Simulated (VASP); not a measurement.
Given:

```
CELL_PARAMETERS angstrom
      1.57850    -2.73405     0.00000
      1.57850     2.73405     0.00000
      0.00000     0.00000     4.99157
ATOMIC_POSITIONS crystal
  Hf 0.35709 0.69042 0.25000
  Hf 0.66667 0.33333 0.75000
```

These are PBEsol GGA, VASP's PBE PAW potentials (set 64) (plane waves; VASP) values and carry that method's errors. Numerical set-up: 480 eV cut-off, 12×12×8 Γ-centred mesh, first-order Methfessel-Paxton smearing of 0.10 eV, potentials Hf_pv.

Unless said otherwise, spin-orbit coupling is left out, though it shifts the bands of the heavy elements here.

**Question.** Estimate the energy per atom (σ→0), largest force, band gap (on the k-mesh) with the smallest direct gap where there is one.

**Answer.** 
* **band gap (on the k-mesh)**: none (metal, semimetal or under 0.01 eV)
* **energy per atom (σ→0)**: -10.500 eV/atom
* **largest force**: 0.148 eV/Å

The compound is Hf in the hcp structure. This cell was strained or had an atom moved on purpose.
